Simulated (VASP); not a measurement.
Output of a VASP run:

**OSZICAR**
```
       N       E                     dE             d eps       ncg     rms          rms(c)
DAV:   1    -0.124886900520E+01   -0.12489E+01   -0.98354E+02   912   0.308E+02
DAV:   2    -0.299404216691E+01   -0.17452E+01   -0.16329E+01  1242   0.206E+01
DAV:   3    -0.300546823528E+01   -0.11426E-01   -0.11401E-01  1320   0.229E+00
DAV:   4    -0.300548905624E+01   -0.20821E-04   -0.20821E-04  1278   0.883E-02
DAV:   5    -0.300548913233E+01   -0.76092E-07   -0.75961E-07  1254   0.385E-03    0.969E-01
DAV:   6    -0.300007261702E+01    0.54165E-02   -0.81481E-04  1068   0.291E-01    0.623E-01
DAV:   7    -0.299252174068E+01    0.75509E-02   -0.33324E-03  1020   0.519E-01    0.362E-02
DAV:   8    -0.299253733240E+01   -0.15592E-04   -0.18004E-05  1434   0.344E-02    0.828E-03
DAV:   9    -0.299253501512E+01    0.23173E-05   -0.15775E-06  1080   0.854E-03    0.638E-04
DAV:  10    -0.299253470699E+01    0.30813E-06   -0.57220E-09   660   0.674E-04
   1 F= -.29925347E+01 E0= -.29783866E+01  d E =-.282962E-01
```

**OUTCAR**
```
------------------------ aborting loop because EDIFF is reached ----------------------------------------
  FORCE on cell =-STRESS in cart. coord.  units (eV):
  Direction    XX          YY          ZZ          XY          YZ          ZX
  --------------------------------------------------------------------------------------
  Total       -0.7735325     -0.7735324     -0.9291810      0.0000000     -0.0000000      0.0000000
  in kB      -24.8262361    -24.8262336    -29.8217156      0.0000000     -0.0000000      0.0000000
  external PRESSURE =     -26.4913951 kB  Pullay stress =       0.0000000 kB
  volume of cell :       49.92
      direct lattice vectors                 reciprocal lattice vectors
     1.643520000 -2.846660000  0.000000000     0.304225078 -0.175644439  0.000000000
     1.643520000  2.846660000  0.000000000     0.304225078  0.175644439  0.000000000
     0.000000000  0.000000000  5.335040000     0.000000000  0.000000000  0.187440019
 POSITION                                       TOTAL-FORCE (eV/Angst)
 -----------------------------------------------------------------------------------
      1.64352      0.94889      1.33376        -0.000000     -0.000000      0.000000
      1.64352     -0.94889      4.00128         0.000000      0.000000      0.000000
 -----------------------------------------------------------------------------------
    total drift:                                0.000001     -0.000005      0.000001
  FREE ENERGIE OF THE ION-ELECTRON SYSTEM (eV)
  ---------------------------------------------------
  free  energy   TOTEN  =        -2.9925347070 eV

  energy  without entropy=       -2.9642385140  energy(sigma->0) =       -2.97838661
```
(Selected blocks of OUTCAR.)

POSCAR:
```
Mg
1
    1.6435200000    -2.8466600000     0.0000000000
    1.6435200000     2.8466600000     0.0000000000
    0.0000000000     0.0000000000     5.3350400000
Mg
2
Direct
  0.3333330000   0.6666670000   0.2500000000
  0.6666670000   0.3333330000   0.7500000000
```

**Question.** Write an INCAR and KPOINTS that could have produced this output.

**Answer.** One answer among several that fit: the input of the run itself, PBE GGA, plane waves, VASP's PBE PAW potentials (set 64).

### KPOINTS
```
Automatic mesh
0
Gamma
12 12 6
0 0 0
```

**INCAR**
```
SYSTEM  =  Mg
ISMEAR  =  -1
SIGMA  =  0.1
ALGO  =  Normal   ! blocked Davidson
PREC  =  Accurate
ISIF  =  2   ! forces and stress, cell fixed
NELM  =  100   ! most electronic steps
ENCUT  =  300   ! plane-wave cut-off (eV)
EDIFF  =  1E-6
GGA  =  PE
LWAVE  =  .FALSE.
LREAL  =  .FALSE.   ! projection in real space or not
LCHARG  =  .FALSE.
LASPH  =  .TRUE.   ! aspherical one-centre terms
```

POTCAR, in this order: Mg (PBE.64 set). Program: vasp_std.

The structure is a typed Mg crystal (P6_3/mmc). The cell was not relaxed at this level.
